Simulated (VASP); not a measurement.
Output of a VASP run:

### OSZICAR
```
       N       E                     dE             d eps       ncg     rms          rms(c)
DAV:   1    -0.521781237525E+04   -0.52178E+04   -0.15020E+04   208   0.102E+03
DAV:   2    -0.553700386574E+04   -0.31919E+03   -0.31468E+03   270   0.289E+02
DAV:   3    -0.557181453199E+04   -0.34811E+02   -0.34680E+02   240   0.116E+02
DAV:   4    -0.557277274711E+04   -0.95822E+00   -0.95626E+00   264   0.254E+01
DAV:   5    -0.195798010869E+02    0.55532E+04   -0.19737E+01   276   0.452E+01    0.511E+00
DAV:   6    -0.190209663202E+02    0.55883E+00   -0.23027E+00   262   0.115E+01    0.273E+00
DAV:   7    -0.190224951526E+02   -0.15288E-02   -0.79862E-01   318   0.444E+00    0.191E+00
DAV:   8    -0.190346983541E+02   -0.12203E-01   -0.61668E-02   262   0.124E+00    0.120E+00
DAV:   9    -0.190328206844E+02    0.18777E-02   -0.51821E-03   238   0.469E-01    0.665E-01
DAV:  10    -0.190325727289E+02    0.24796E-03   -0.24144E-03   236   0.293E-01    0.350E-01
DAV:  11    -0.190328438393E+02   -0.27111E-03   -0.78397E-04   252   0.174E-01    0.189E-01
DAV:  12    -0.190330481364E+02   -0.20430E-03   -0.25845E-04   262   0.107E-01    0.109E-01
DAV:  13    -0.190331685759E+02   -0.12044E-03   -0.11914E-04   260   0.697E-02    0.664E-02
DAV:  14    -0.190332358617E+02   -0.67286E-04   -0.56916E-05   238   0.455E-02    0.422E-02
DAV:  15    -0.190332717287E+02   -0.35867E-04   -0.26928E-05   236   0.300E-02    0.276E-02
DAV:  16    -0.190332899477E+02   -0.18219E-04   -0.12498E-05   220   0.201E-02    0.183E-02
DAV:  17    -0.190332989528E+02   -0.90051E-05   -0.61715E-06   204   0.135E-02    0.124E-02
DAV:  18    -0.190333032905E+02   -0.43377E-05   -0.30892E-06   196   0.959E-03    0.845E-03
DAV:  19    -0.190333053618E+02   -0.20713E-05   -0.14467E-06   148   0.657E-03    0.579E-03
DAV:  20    -0.190333063384E+02   -0.97658E-06   -0.90717E-07   180   0.524E-03
   1 F= -.19033306E+02 E0= -.19033306E+02  d E =-.134843E-16
```

### OUTCAR
```
------------------------ aborting loop because EDIFF is reached ----------------------------------------
  FORCE on cell =-STRESS in cart. coord.  units (eV):
  Direction    XX          YY          ZZ          XY          YZ          ZX
  --------------------------------------------------------------------------------------
  Total        0.1708909      0.1708909      0.1708909      0.0000000      0.0000000      0.0000000
  in kB        1.3248010      1.3248010      1.3248010      0.0000000      0.0000000      0.0000000
  external PRESSURE =       1.3248010 kB  Pullay stress =       0.0000000 kB
  volume of cell :      206.67
      direct lattice vectors                 reciprocal lattice vectors
     5.912343000  0.000000000  0.000000000     0.169137684  0.000000000  0.000000000
     0.000000000  5.912343000  0.000000000     0.000000000  0.169137684  0.000000000
     0.000000000  0.000000000  5.912343000     0.000000000  0.000000000  0.169137684
 POSITION                                       TOTAL-FORCE (eV/Angst)
 -----------------------------------------------------------------------------------
      0.00000      0.00000      0.00000         0.000000      0.000000      0.000000
      2.95617      2.95617      2.95617         0.000000      0.000000      0.000000
      2.95617      2.95617      0.00000         0.000000      0.000000      0.000000
      0.00000      2.95617      2.95617         0.000000      0.000000      0.000000
      2.95617      0.00000      2.95617         0.000000      0.000000      0.000000
 -----------------------------------------------------------------------------------
    total drift:                                0.000053      0.000098     -0.000026
  FREE ENERGIE OF THE ION-ELECTRON SYSTEM (eV)
  ---------------------------------------------------
  free  energy   TOTEN  =       -19.0333063384 eV

  energy  without entropy=      -19.0333063384  energy(sigma->0) =      -19.03330634

  exchange ACFDT corr.  =         0.00000000  see jH, gK, PRB 81, 115126
```
(Selected blocks of OUTCAR.)

### POSCAR
```
CsPbBr3
1
    5.9123430000     0.0000000000     0.0000000000
    0.0000000000     5.9123430000     0.0000000000
    0.0000000000     0.0000000000     5.9123430000
Cs Pb Br
1 1 3
Direct
  0.0000000000   0.0000000000   0.0000000000
  0.5000000000   0.5000000000   0.5000000000
  0.5000000000   0.5000000000   0.0000000000
  0.0000000000   0.5000000000   0.5000000000
  0.5000000000   0.0000000000   0.5000000000
```

Write an INCAR and KPOINTS that could have produced this output.

This is not unique; one that fits is the input of the run itself, HSE06 screened hybrid, plane waves, VASP's PBE PAW potentials (set 64).

**KPOINTS**
```
Automatic mesh
0
Gamma
3 3 3
0 0 0
```

INCAR:
```
SYSTEM = CsPbBr3
PREC = Accurate; ENCUT = 300; LREAL = F
LASPH = T; ISYM = 3
EDIFF = 1E-6; NELM = 100; ALGO = Normal
LMAXMIX = 4
ISMEAR = 0; SIGMA = 0.01
GGA = PE; LHFCALC = T; AEXX = 0.25
HFSCREEN = 0.2; PRECFOCK = Fast
ISIF = 2
LWAVE = F; LCHARG = F
```

POTCAR, in this order: Cs_sv Pb_d Br (PBE.64 set). Program: vasp_std.

At this cut-off the stress carries a Pulay error, which pulls relaxed volumes low.

The structure comes from a computed database's CsPbBr3 entry; how it stands against other phases isn't given here. The cell was not relaxed at this level.
